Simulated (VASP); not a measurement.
**LaPd2 under changes of volume**

One of the cells (24.421 Å³/atom); the others are scaled copies at fixed shape and fractional positions:

```
CELL_PARAMETERS angstrom
-2.01715 2.01715 4.50135
2.01715 -2.01715 4.50135
2.01715 2.01715 -4.50135
ATOMIC_POSITIONS crystal
La 0.00000 0.00000 0.00000
Pd 0.25000 0.75000 0.50000
Pd 0.75000 0.25000 0.50000
```

The cell comes from a database or a generator and needn't be the stable form of this composition.

| Quantity | Value |
| --- | --- |
| Program | VASP 6.6.1 |
| Functional | PBE |
| Potentials or basis | VASP PAW PBE potentials, release 64 (La, Pd) |
| Cutoff | 520 eV |
| k mesh | 9 × 9 × 9 |
| Occupations | fermi-dirac, width 0.05 eV |
| Spin | no spin polarisation |

```csv
volume (Å³/atom),energy over the lowest point (meV/atom),pressure (GPa)
22.505,17.85,4.9
22.984,6.09,2.9
23.463,0.00,1.1
24.421,2.50,-2.0
24.899,10.11,-3.3
25.378,?,?
```

Task: What does the run at 25.378 Å³/atom give?

Result: Energy over the lowest point 21.37 meV/atom; pressure -4.4 GPa.

Worked out: A Birch-Murnaghan fit of order 3 (a polynomial in V^(-2/3)) to the other rows has its minimum at 23.80 Å³/atom with B0 = V·E''(V) = 78 GPa and B' = 4.3 at fixed shape and positions, which overstates the stiffness. It gives 21.41 meV/atom at 25.378 Å³/atom, against the run's 21.37, and -dE/dV = -4.4 GPa, against -4.4.

Energies are extrapolated to zero smearing.
